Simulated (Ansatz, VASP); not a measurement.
# Cross-check of AlSbN2 (CuAu-ordered zincblende type (invented)) between VASP and Ansatz, part 2 of 2

One calculation is typed for both programs; each brings its own data sets. How far apart do they land? The cell is generated by rule, not measured, and may not be a known phase. The cell is taken from a series of runs on this material, whose earlier steps may have relaxed, scaled, displaced or heated it; both programs get it as it stands.

VASP 6.6.1 and Ansatz 0.2.0.

So far: Starting point; VASP: relaxation of cell and atoms, PBEsol.

## Step 3: Ansatz: relaxation of cell and atoms, PBEsol

Level of this step: Ansatz beside VASP: Kohn-Sham DFT, plane waves, PBEsol (Ansatz).

Ansatz runs on its default PAW (the set named soft_2) files.

The same cell, functional, mesh and smearing now go to Ansatz, which takes its cutoff from its data sets.

Input file input.yaml:

```yaml
crystal:
  lattice:
    - [3.3090059586, 0.0, 0.0]
    - [0.0, 3.3090059586, 0.0]
    - [0.0, 0.0, 5.0919669745]
  atoms:
    - { symbol: Al, position: [0.0, 0.0, 0.0] }
    - { symbol: Sb, position: [0.5, 0.5, 0.5] }
    - { symbol: "N", position: [0.0, 0.5, 0.190217239] }
    - { symbol: "N", position: [0.5, 0.0, 0.809782761] }
kpoints:
  mp_grid: { grid: [12, 12, 8] }
hamiltonian:
  xc: pbesol
scf:
  occupations: { method: gaussian, width: 0.1 }
output:
  forces: true
  stress: true
  eigenvalues: true
  write_density: true
  write_potential: true
  elf: true
  volumetric_format: npy
relax:
  adjacent_minimum: "off"
  f_tol: 0.005
  max_steps: 80
  cell: { stress_tol: 0.05 }
```

Launch:

```
$ ansatz run input.yaml --threads 2 --pin off --max-ram 5120MiB --backend cpu --events-out ev --progress --plain --runs-dir out
```

Numbers of over 12 decimals in the logs are rounded to 6 here.

The log of the run:

```text
Engine: ansatz 0.2.0, x86_64-unknown-linux-gnu
Pseudopotentials: kind: paw
Pseudopotential: Al, paw, valence charge 3, recommended cutoff 420 eV (normal), Al.paw.azcp
Pseudopotential: Sb, paw, valence charge 15, recommended cutoff 420 eV (normal), Sb.paw.azcp
Pseudopotential: N, paw, valence charge 5, recommended cutoff 420 eV (normal), N.paw.azcp
Functional definition: PBEsol
  exchange = pbesol_x
  correlation = pbesol_c
Crystal: 4 atoms, lattice volume = 55.755 Å³
Basis set: ecut = 420 eV, 1089 PW (Γ), exchange–correlation on 48×48×72 points (8 copies of the dense FFT grid, shifted against one another)
Bands: 18, of which v1, the nominal top of the filled ones, is band 14 counted from 1 (13 counted from 0)
Symmetry: 8 space group operations
Space group: P-4m2 (ITA 115), of the structure as read, at distance tolerance 3.8e-5 Å
k-points: 140 of 1152 (time reversal used)
Non-local potential: Al, projectors of the file, l = 0: 2, l = 1: 2, l = 2: 1
Non-local potential: Sb, projectors of the file, l = 0: 2, l = 1: 2, l = 2: 2, l = 3: 2
Non-local potential: N, projectors of the file, l = 0: 2, l = 1: 2, l = 2: 1
PAW form: soft (Blöchl's): semilocal exchange-correlation on the pseudo side does not see the compensation charge
PAW frozen core: Al, regenerated for the run's functional, and the local potential with it (the file was generated under x = pbe(κ = 0.804, μ = 0.219515), c = pbe(β = 0.066725))
PAW frozen core: Sb, regenerated for the run's functional, and the local potential with it (the file was generated under x = pbe(κ = 0.804, μ = 0.219515), c = pbe(β = 0.066725))
PAW frozen core: N, regenerated for the run's functional, and the local potential with it (the file was generated under x = pbe(κ = 0.804, μ = 0.219515), c = pbe(β = 0.066725))
PAW one-centre angular grid: Al, 110 points (default); XC on 64 Gauss nodes
PAW one-centre angular grid: Sb, 590 points (default); XC on 64 Gauss nodes
PAW one-centre angular grid: N, 110 points (default); XC on 64 Gauss nodes
Initial density: superposition of atomic densities (neutral atoms: chi_scale 0, normalization atom), corrected by the library's trained network
Initial wavefunctions: pseudopotential atomic-orbital guess
Functional: x = pbesol(κ = 0.804, μ = 0.123457), c = pbesol(β = 0.046)
SCF iter   1: F=—  HF=-7689.923564 eV  |F-HF|=—  |Δ(HF+E_count)|=         —  Δρ=1.82e-2  dr2=2.32e-1  ethr=1.77e-3  ⟨swp⟩=5.8  Hψ=13579  notcnv=0
preconditioner: auto → Kerker (q_TF=auto, 2.432 Å⁻¹)  [metal: Δε(μ)=0.011 eV  Ē_g=10.233 eV  σ=0.100 eV  W_gap=0.06  n_scr=14 (ndim 8)  ℏωp=21.1 eV  f_vac=0.001  D(μ)=1.35/eV (n_scr^D=6)]
SCF iter   2: F=—  HF=-7689.875023 eV  |F-HF|=—  |Δ(HF+E_count)|=   4.85e-2  Δρ=3.78e-3  dr2=7.04e-3  ethr=8.28e-4  ⟨swp⟩=2.4  Hψ=4718  notcnv=0  defer=5
SCF iter   3: F=—  HF=-7689.875448 eV  |F-HF|=—  |Δ(HF+E_count)|=   4.25e-4  Δρ=2.33e-3  dr2=3.20e-3  ethr=2.51e-5  ⟨swp⟩=1.3  Hψ=2749  notcnv=0  defer=5
SCF iter   4: F=—  HF=-7689.875794 eV  |F-HF|=—  |Δ(HF+E_count)|=   3.46e-4  Δρ=4.91e-4  dr2=1.96e-4  ethr=1.14e-5  ⟨swp⟩=2.0  Hψ=3747  notcnv=0  defer=5
SCF iter   5: F=—  HF=-7689.875819 eV  |F-HF|=—  |Δ(HF+E_count)|=   2.54e-5  Δρ=1.31e-4  dr2=1.14e-5  ethr=7.00e-7  ⟨swp⟩=2.0  Hψ=3453  notcnv=0  defer=5
SCF iter   6: F=—  HF=-7689.875884 eV  |F-HF|=—  |Δ(HF+E_count)|=   6.44e-5  Δρ=2.62e-5  dr2=7.46e-7  ethr=4.06e-8  ⟨swp⟩=2.6  Hψ=3834  notcnv=0  defer=5
SCF iter   7: F=—  HF=-7689.875884 eV  |F-HF|=—  |Δ(HF+E_count)|=   1.12e-8  Δρ=1.00e-5  dr2=1.26e-7  ethr=3.57e-10  ⟨swp⟩=9.9  Hψ=19466  notcnv=0
SCF iter   8: F=-7689.875884 eV  HF=-7689.875884 eV  |F-HF|=2.10e-9  |Δ(HF+E_count)|=   1.80e-8  Δρ=3.09e-6  dr2=3.92e-9  ethr=3.57e-10  ⟨swp⟩=8.2  Hψ=15026  notcnv=0
SCF 1 converged in 8 iterations: F = -7689.875884 eV  dr2 = 3.92e-9
  greatest PAW one-centre occupation: 0.997 electrons in one spin orbital (limit 2), on the Sb atom at site 1 (counted from 0), in its partial waves of l = 2
relax step   1: F+E_penalty+E_count = -7689.87588361 eV  Δ(F+E_penalty+E_count) = +0.000e0 eV  max|allowed force component| = 2.999e-2 eV/Å  Δτ_max = 0.0000 Å  P = +0.027 GPa  Ω = 55.755 Å³  (8 SCF iters, dr2 threshold 1.00e-7 eV, accepted)
[...]
relax step   2: F+E_penalty+E_count = -7689.87598172 eV  Δ(F+E_penalty+E_count) = -9.811e-5 eV  max|allowed force component| = 2.636e-3 eV/Å  Δτ_max = 0.0012 Å  P = -0.125 GPa  Ω = 55.800 Å³  energy of the carried Pulay correction = -1.093e-4 eV  (4 SCF iters, dr2 threshold 2.11e-7 eV, accepted)
[...]
relax step   3: F+E_penalty+E_count = -7689.87616996 eV  Δ(F+E_penalty+E_count) = -1.882e-4 eV  max|allowed force component| = 2.653e-3 eV/Å  Δτ_max = 0.0000 Å  P = +0.001 GPa  Ω = 55.739 Å³  energy of the carried Pulay correction = +3.740e-5 eV  (5 SCF iters, dr2 threshold 6.28e-8 eV, accepted)
[...]
relax step   4: F+E_penalty+E_count = -7689.87611509 eV  Δ(F+E_penalty+E_count) = +5.487e-5 eV  max|allowed force component| = 2.646e-3 eV/Å  Δτ_max = 0.0000 Å  P = +0.000 GPa  Ω = 55.739 Å³  stress off target by 1.53e-2 GPa  SCF on the basis re-selected at this cell (its energy is not comparable with the rows above)  (6 SCF iters)
basis re-selected at this cell: Δ(F+E_penalty+E_count) = +5.487e-5 eV, ΔP = -0.001 GPa vs the last step (what re-selecting the basis moved, of the pressure what is left beyond the Pulay correction that the steps carried, after the strain that the cell walked since its last selection, with what the two solves' SCF thresholds leave and, on support functions, any second-order correction that the steps lacked; it is no m [...]
SCF converged after 6 iterations
Free energy (F): -7689.876115 eV
Harris-Foulkes:  -7689.876115 eV  (|F-HF|=9.09e-12)
Internal energy: -7689.870059 eV  (E = F + TS)
E sigma→0 (E₀):  -7689.873087 eV
Entropy (-TS):   -0.006056 eV (-1.514 meV/atom)
Fermi energy:    10.345971 eV
--- Per-component energies (eV) ---
  E_band       = -136.258047
  E_kinetic    = 491.810551
  E_local      = -2041.400681  (includes V_loc(G=0)·N_el)
  E_nonlocal   = 466.186853
  E_hartree    = 879.837820
  E_xc         = -296.662868
  E_vxc        = -278.672456  (∫ρ·V_xc dr)
  E_paw        = -5198.001075  (= ΣΔE_a)
  E_vpaw       = -533.858102  (= ΣTr[D̂ρ^β])
  E_aug_tail   = 0.000173  (compensation charges beyond the density's cutoff)
  E_ewald      = -1992.048027
  E_core_change = 0.407194  (= ΣΔE_core)
  E_smearing   = -0.006056  (= −TS)
  E_closure    = 0.000000  (closes the sum)
  Σ components = -7689.876115   (vs F -7689.876115, Δ=0.00e0)
--- Forces (eV/Å), atoms counted from 1 ---
  atom   1  Al     0.00000000     0.00000000     0.00000000
  atom   2  Sb    -0.00000000     0.00000000     0.00000000
  atom   3  N      0.00000000     0.00000000     0.00264592
  atom   4  N      0.00000000     0.00000000    -0.00264592
  max |Σ_I F_I| component: 7.36e-16 eV/Å
--- Stress (GPa, compression-positive) ---
       -0.007190       0.000000      -0.000000
        0.000000      -0.007190      -0.000000
       -0.000000      -0.000000       0.015334
  P = ⅓ Tr σ = 0.0003 GPa (0.003 kbar)
--- Band table (eV; the first three rows and the last of 140) ---
  k-point 0: bands = [... 10 lower, 6.4292, 8.0055, 8.0564, 8.0564, 11.3162, 14.1674, 14.2172, 14.2172]
  k-point 1: bands = [... 10 lower, 6.1905, 7.9661, 7.9661, 8.2895, 11.3765, 14.1484, 14.2858, 14.2858]
  k-point 2: bands = [... 10 lower, 6.2060, 7.7313, 7.7313, 8.9151, 11.4456, 13.9743, 14.4497, 14.4497]
  k-point 139: bands = [... 10 lower, 4.6372, 4.6372, 5.4167, 11.1954, 11.4355, 11.4355, 14.8813, 15.2328]
--- Relaxed structure (3 steps of the walk, 3 accepted, 1 SCFs on fresh bases) ---
  F+E_penalty+E_count = -7689.87611509 eV   max|allowed force component| = 2.646e-3 eV/Å   (the final SCF, on the basis selected at the relaxed cell)
  cell:  # Å, volume = 55.7392 Å³
    - [3.303574, 0, 0]
    - [0, 3.303574, 0.0]
    - [0, 0.0, 5.107312]
  atoms:
    - { symbol: Al, position: [0, 0, 0] }
    - { symbol: Sb, position: [0.500000, 0.500000, 0.500000] }
    - { symbol: N, position: [0, 0.500000, 0.189984] }
    - { symbol: N, position: [0.500000, 0, 0.810016] }
```

The column dr2 measures how far the density is from self-consistency, as an energy; F and HF (Harris–Foulkes) agree once it is small.

## Step 4: Comparison

Known differences besides the potentials themselves: the data sets hold 28 valence electrons in Ansatz (on its default PAW (the set named soft_2) files) and 18 in VASP; the cutoff is 420 eV in Ansatz and 600 eV in VASP; Ansatz makes its cores anew for this functional, VASP keeps those of its PBE data sets; Ansatz adds a Pulay correction to the stress that steers its cell, VASP none. Total energies have different zeros and are not compared.

The two programs side by side:

| quantity | Ansatz | VASP | difference |
| --- | --- | --- | --- |
| volume (Å³) | 55.74 | 55.62 | +0.21 % |
| edge a after relaxation, in the typed setting (Å) | 3.304 | 3.300 | +0.10 % |
| edge c after relaxation, in the typed setting (Å) | 5.107 | 5.107 | +0.01 % |

## Step 5: What came out

```
difference in volume (relaxation of cell and atoms, PBEsol) : 0.21 %
```

**Reading.** The difference in volume is 0.21 % (relaxation of cell and atoms, PBEsol), within the 1.2 % picked in this series as the mark of a large difference, as far as the stopping tolerances let one tell. The data sets hold unlike numbers of valence electrons (28 in Ansatz and 18 in VASP), so part of the differences comes from the potentials. 1 further run of this series is not shown here. Such differences can come from data sets, numerical settings and the points named under the comparisons, not from the functional's error against experiment.

[Lines on the potential files, build, host, timing and source positions are cut from VASP's logs without a mark.]

[Logs are printed without paths, hosts, clocks, repeated set-up lines and the standing remarks that a program may print on its own settings, such as how far it seeks lower states.]

[Hosts, paths, dates, database ids (printed as entryN), source tags and the programs' standing remarks are cut or masked in the printed files.]
